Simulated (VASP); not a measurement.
Runs of VASP 6.6.1 on NaF (Villiaumite). The structure is cubic, space group Fm-3m (No. 225). The conventional cell has a = 4.640 Å, b = 4.640 Å, c = 4.640 Å, α = 90.00°, β = 90.00°, γ = 90.00°. Na (site symmetry m-3m) is surrounded by 6 F at 2.32 Å. F (site symmetry m-3m) has 6 Na at 2.32 Å as nearest neighbours. 

| task | cell | gap on the mesh (eV) | pressure (GPa) |
| --- | --- | --- | --- |
| relaxation of cell and atoms | relaxed | 6.46 | -0.1 |
| relaxation of the atoms | atoms relaxed from: a relaxed cell with its volume scaled by 1.06 | (a) | -3.2 |
| relaxation of the atoms | atoms relaxed | 6.46 | 0.0 |
| relaxation of the atoms | atoms relaxed from: a relaxed cell with its volume scaled by 1.02 | 6.34 | -1.2 |

Alike in all rows: level LDA; potentials or basis VASP PAW LDA potentials, release 64 (Na_pv, F); no spin polarisation; k mesh 10 × 10 × 10; cutoff (eV) 600; smearing gaussian 0.03 eV.

Q: Fill in the values left out.

A: (a) 6.12.

Caveats: the relaxation stopped at its first step, so nothing moved (some runs).

A k mesh can miss the band edges.

Runs at the PBE level aren't shown here.
